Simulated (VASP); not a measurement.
Crystal: BN.

```
N B
1.0
     2.49824    0.00000    0.00000
    -1.24912    2.16354    0.00000
     0.00000    0.00000    6.63570
N B
2 2
Direct
  0.66667 0.33333 0.25000
  0.33333 0.66667 0.75000
  0.66667 0.33333 0.75000
  0.33333 0.66667 0.25000
```

Base run:

```yaml
Program: VASP 6.6.1
Functional: r2SCAN
Potentials_or_basis: VASP PAW PBE potentials, release 64 (N, B)
Cutoff: 520 eV
k_mesh: 12 × 12 × 4
Occupations: gaussian, width 0.02 eV
Spin: no spin polarisation
```

Its results: band gap on the k mesh 4.89 eV, indirect (least direct gap 5.32 eV).

Task: After a change of settings the same cell gave: band gap on the k mesh 6.04 eV, indirect (least direct gap 6.41 eV). Which change was it?
A. functional from r2SCAN to TB-mBJ
B. functional from r2SCAN to PBE; further incar settings from ALGO = Normal; EDIFF = 1e-06; NBANDS = 16 to ALGO = Fast; EDIFF = 1e-06; NBANDS = 16
C. functional from r2SCAN to PBE; further incar settings from ALGO = Normal; EDIFF = 1e-06; NBANDS = 16 to ALGO = Fast; EDIFF = 1e-08

Result: A.
